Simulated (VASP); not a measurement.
All values below come from PBE GGA, VASP's PBE PAW potentials (set 64) (plane waves; VASP).

The input files of a VASP run:

**KPOINTS**
```
Automatic mesh
0
Gamma
5 5 5
0 0 0
```

### INCAR
```
EDIFF=1E-6   # SCF stop (eV)
LWAVE=.FALSE.
ISMEAR=0
GGA=PE
LCHARG=.FALSE.
LMAXMIX=6   # l cut-off of mixed one-centre charges
NELM=100   # most electronic steps
ALGO=Normal   # blocked Davidson
LASPH=.TRUE.   # aspherical one-centre terms
LREAL=.FALSE.   # projection in real space or not
SYSTEM=AsAu3
PREC=Accurate
SIGMA=0.05
ENCUT=400   # plane-wave cut-off (eV)
ISIF=2   # forces and stress, cell fixed
```

POSCAR:
```
AsAu3
1
    0.0000000000     3.4412440000     3.4412440000
    3.4412440000     0.0000000000     3.4412440000
    3.4412440000     3.4412440000     0.0000000000
As Au
1 3
Direct
  0.0000000000   0.0000000000   0.0000000000
  0.5000000000   0.5000000000   0.5000000000
  0.2500000000   0.2500000000   0.2500000000
  0.7500000000   0.7500000000   0.7500000000
```

POTCAR, in this order: As Au (PBE.64 set). Program: vasp_std.

Output of the run:

OSZICAR:
```
       N       E                     dE             d eps       ncg     rms          rms(c)
DAV:   1     0.172290540633E+03    0.17229E+03   -0.16248E+04   460   0.125E+03
DAV:   2    -0.977730152613E+01   -0.18207E+03   -0.17615E+03   530   0.261E+02
DAV:   3    -0.139715902814E+02   -0.41943E+01   -0.40998E+01   530   0.387E+01
DAV:   4    -0.140159377381E+02   -0.44347E-01   -0.44285E-01   502   0.412E+00
DAV:   5    -0.140166427524E+02   -0.70501E-03   -0.70497E-03   531   0.475E-01    0.965E+00
DAV:   6    -0.131975746866E+02    0.81907E+00   -0.39981E+00   538   0.153E+01    0.778E+00
DAV:   7    -0.131363576587E+02    0.61217E-01   -0.18516E-01   509   0.284E+00    0.451E+00
DAV:   8    -0.131271208488E+02    0.92368E-02   -0.10749E-01   481   0.162E+00    0.698E-01
DAV:   9    -0.131234500821E+02    0.36708E-02   -0.13178E-02   518   0.633E-01    0.313E-01
DAV:  10    -0.131233766983E+02    0.73384E-04   -0.29435E-03   481   0.320E-01    0.448E-02
DAV:  11    -0.131233367362E+02    0.39962E-04   -0.15399E-04   481   0.880E-02    0.166E-02
DAV:  12    -0.131233441616E+02   -0.74254E-05   -0.15602E-05   515   0.273E-02    0.396E-03
DAV:  13    -0.131233442241E+02   -0.62537E-07   -0.29036E-07   258   0.420E-03
   1 F= -.13123344E+02 E0= -.13117219E+02  d E =-.122508E-01
```

File OUTCAR:
```
------------------------ aborting loop because EDIFF is reached ----------------------------------------
  FORCE on cell =-STRESS in cart. coord.  units (eV):
  Direction    XX          YY          ZZ          XY          YZ          ZX
  --------------------------------------------------------------------------------------
  Total       -4.2891410     -4.2891410     -4.2891410      0.0000000      0.0000000     -0.0000000
  in kB      -84.3149347    -84.3149347    -84.3149347      0.0000000      0.0000000     -0.0000000
  external PRESSURE =     -84.3149347 kB  Pullay stress =       0.0000000 kB
  volume of cell :       81.50
      direct lattice vectors                 reciprocal lattice vectors
     0.000000000  3.441244000  3.441244000    -0.145296294  0.145296294  0.145296294
     3.441244000  0.000000000  3.441244000     0.145296294 -0.145296294  0.145296294
     3.441244000  3.441244000  0.000000000     0.145296294  0.145296294 -0.145296294
 POSITION                                       TOTAL-FORCE (eV/Angst)
 -----------------------------------------------------------------------------------
      0.00000      0.00000      0.00000        -0.000000     -0.000000      0.000000
      3.44124      3.44124      3.44124        -0.000000     -0.000000      0.000000
      1.72062      1.72062      1.72062         0.000000      0.000000      0.000000
      5.16187      5.16187      5.16187        -0.000000     -0.000000     -0.000000
 -----------------------------------------------------------------------------------
    total drift:                               -0.000000     -0.000000      0.000000
  FREE ENERGIE OF THE ION-ELECTRON SYSTEM (eV)
  ---------------------------------------------------
  free  energy   TOTEN  =       -13.1233442241 eV

  energy  without entropy=      -13.1110934655  energy(sigma->0) =      -13.11721884
```
(Selected blocks of OUTCAR.)

The structure was generated: AsAu3 was put into the D03 type (Fm-3m), which need not be its known phase. The cell was not relaxed at this level. The k-mesh is coarse (spacing up to 0.32 per Å, 2π included), so the numbers may not be converged in it.
